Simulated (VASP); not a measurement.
The system is GaGe.

```xyz
2
Lattice="0.0000 2.8978 2.8978 2.8978 0.0000 2.8978 2.8978 2.8978 0.0000" Properties=species:S:1:pos:R:3 pbc="T T T"
Ge    0.0000    0.0000    0.0000
Ga    1.4489    1.4489    1.4489
```

The cell comes from a database or a generator and needn't be the stable form of this composition.

* Program: VASP 6.6.1
* Task: relaxation of cell and atoms
* Functional: PBEsol
* Potentials or basis: VASP PAW PBE potentials, release 64 (Ge_d, Ga_d)
* Cutoff: 600 eV
* k mesh: 8 × 8 × 8
* Occupations: fermi-dirac, width 0.05 eV
* Spin: no spin polarisation

At the start: pressure -2.4 GPa; volume 24.33 Å³/atom.

Problem. Where does the relaxation end?

Solution. Over 4 steps the energy falls by 8.9 meV/atom and the volume is 23.28 Å³/atom (-4.3 %); space group F-43m (No. 216, to 0.05 Å).

Step by step:
| step | energy change (eV) | largest force (eV/Å) | pressure (GPa) | volume (Å³) |
| --- | --- | --- | --- | --- |
| 1 | 0.0000 | 0.0000 | -2.43 | 48.67 |
| 2 | -0.0177 | 0.0000 | 0.36 | 46.12 |
| 3 | -0.0180 | 0.0000 | 0.20 | 46.40 |
| 4 | -0.0178 | 0.0000 | -0.07 | 46.57 |

Final structure:
```yaml
crystal:
  lattice:
    - [0.00000, 2.85555, 2.85555]
    - [2.85555, 0.00000, 2.85555]
    - [2.85555, 2.85555, 0.00000]
  atoms:
    - { symbol: Ge, position: [0.00000, 0.00000, 0.00000] }
    - { symbol: Ga, position: [0.25000, 0.25000, 0.25000] }
```

Caveat: the PAW data sets were made with another functional, which shifts forces and pressure a little.
